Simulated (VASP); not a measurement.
```
CELL_PARAMETERS angstrom
      5.35405     3.09116     1.53194
     -5.35405     3.09116     1.53194
      0.00000    -6.18233     1.53194
ATOMIC_POSITIONS crystal
  Se 0.83307 0.69868 0.09204
  Se 0.16693 0.30132 0.90796
  Se 0.09204 0.83307 0.69868
  Se 0.90796 0.16693 0.30132
  Se 0.69868 0.09204 0.83307
  Se 0.30132 0.90796 0.16693
```

Computed with PBEsol GGA, VASP's PBE PAW potentials (set 64) (plane waves; VASP). Run with 400 eV cut-off, Gaussian smearing of 0.050 eV, potentials Se.

Q: Give the energies of bands 8 to 21 at the high-symmetry points, in eV from the valence-band maximum.

A: 
```
band      Γ      L      T     P0      F
----  -----  -----  -----  -----  -----
8     -4.84  -5.38  -4.80  -5.18  -4.55
9     -4.84  -4.55  -4.80  -5.13  -4.41
10    -4.58  -4.53  -4.17  -5.06  -4.37
11    -3.13  -3.95  -4.17  -3.71  -3.60
12    -3.13  -3.38  -3.79  -3.71  -3.28
13    -1.84  -2.93  -2.88  -2.21  -2.41
14    -1.60  -1.58  -1.78  -1.40  -1.95
15    -1.03  -1.32  -1.78  -1.40  -1.52
16    -1.03  -0.91  -1.14  -0.97  -1.48
17    -0.52  -0.34  -1.14  -0.70  -1.17
18    -0.52   0.00  -0.66  -0.70  -0.08
19     2.07   1.45   1.49   1.44   1.16
20     2.07   1.64   1.49   2.18   1.47
21     2.35   2.54   1.51   2.18   1.89
```

The gap is indirect, 1.03 eV, from the valence maximum at L to the conduction minimum at P2-Γ at 0.35.

The structure comes from a computed database's Se entry (R-3); how it stands against other phases isn't given here. It was relaxed first, which changed the volume by -15 %.
